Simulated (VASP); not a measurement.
OSZICAR of a VASP run on ZnSe (zinc blende):

OSZICAR:
```
       N       E                     dE             d eps       ncg     rms          rms(c)
DAV:   1     0.651246150976E+02    0.65125E+02   -0.88281E+03  1542   0.152E+03
DAV:   2    -0.220321216008E+02   -0.87157E+02   -0.83487E+02  1664   0.272E+02
DAV:   3    -0.276434138429E+02   -0.56113E+01   -0.55840E+01  1889   0.708E+01
DAV:   4    -0.276928453823E+02   -0.49432E-01   -0.49418E-01  1639   0.723E+00
DAV:   5    -0.276930889921E+02   -0.24361E-03   -0.24360E-03  1894   0.473E-01    0.510E+00
DAV:   6    -0.248665060078E+02    0.28266E+01   -0.18477E+00  1789   0.415E+01    0.488E+00
DAV:   7    -0.248273128428E+02    0.39193E-01   -0.48670E-01  1534   0.138E+01    0.217E+00
DAV:   8    -0.248617648614E+02   -0.34452E-01   -0.16875E-01  1599   0.452E+00    0.595E-01
DAV:   9    -0.248398019647E+02    0.21963E-01   -0.15810E-01  1544   0.383E+00    0.249E-01
DAV:  10    -0.249034498037E+02   -0.63648E-01   -0.49285E-02  1534   0.213E+00    0.972E-02
DAV:  11    -0.249050796544E+02   -0.16299E-02   -0.17640E-03  1779   0.517E-01    0.603E-02
DAV:  12    -0.249045044790E+02    0.57518E-03   -0.34321E-04  1564   0.263E-01    0.226E-02
DAV:  13    -0.249050791404E+02   -0.57466E-03   -0.46550E-04  1564   0.249E-01    0.931E-03
DAV:  14    -0.249051038204E+02   -0.24680E-04   -0.34957E-05  1624   0.611E-02    0.371E-03
DAV:  15    -0.249051097534E+02   -0.59330E-05   -0.41028E-06  2168   0.405E-02    0.252E-03
DAV:  16    -0.249051117103E+02   -0.19569E-05   -0.11444E-06  1599   0.158E-02    0.189E-03
DAV:  17    -0.249051120010E+02   -0.29074E-06   -0.36959E-07  1629   0.892E-03    0.449E-04
DAV:  18    -0.249051118442E+02    0.15685E-06   -0.68057E-08  1117   0.512E-03    0.198E-04
DAV:  19    -0.249051118341E+02    0.10106E-07   -0.13251E-08   857   0.118E-03
   1 F= -.24905112E+02 E0= -.24905112E+02  d E =-.130514E-17
```

### Question
Which electronic solver shows in the log?

### Answer
It is blocked Davidson (ALGO = Normal, or the opening steps of other solvers). The INCAR had ALGO = Normal.

### Question
Can the final energy be trusted as converged?

### Answer
Self-consistency was reached. It stopped with EDIFF = 1E-7, NELM = 100 (r2SCAN meta-GGA, plane waves, VASP's PBE PAW potentials (set 64)).

The compound is ZnSe in the zinc blende structure. This cell was strained or had an atom moved on purpose.
